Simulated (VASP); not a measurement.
Here is the system:

```yaml
crystal:
  lattice:
    - [0.00000, 3.16216, 3.16216]
    - [3.16216, 0.00000, 3.16216]
    - [3.16216, 3.16216, 0.00000]
  atoms:
    - { symbol: Ba, position: [0.00000, 0.00000, 0.00000] }
    - { symbol: S, position: [0.50000, 0.50000, 0.50000] }
```

Level of theory: HSE06 screened hybrid, VASP's PBE PAW potentials (set 64) (plane waves; VASP). Numerical set-up: 520 eV cut-off, 6×6×6 Γ-centred mesh, Gaussian smearing of 0.050 eV, potentials Ba_sv S.

Unless said otherwise, spin-orbit coupling is left out, though it shifts the bands of the heavy elements here.

Problem. Estimate the energy per atom (σ→0), pressure, band gap (on the k-mesh) with the smallest direct gap where there is one.

Solution. 
```
Quantity                                      Value
-----------------------------------  --------------
band gap (on the k-mesh)                    2.99 eV
smallest direct gap (on the k-mesh)         3.12 eV
energy per atom (σ→0)                -5.772 eV/atom
pressure                                   2.51 GPa
```

Only differences to runs with the same potentials and settings are physical.

The compound is BaS in the rock salt structure. This cell is one point of a volume scan, at 0.94 of the reference volume. The cell's shape comes from a PBE relaxation.
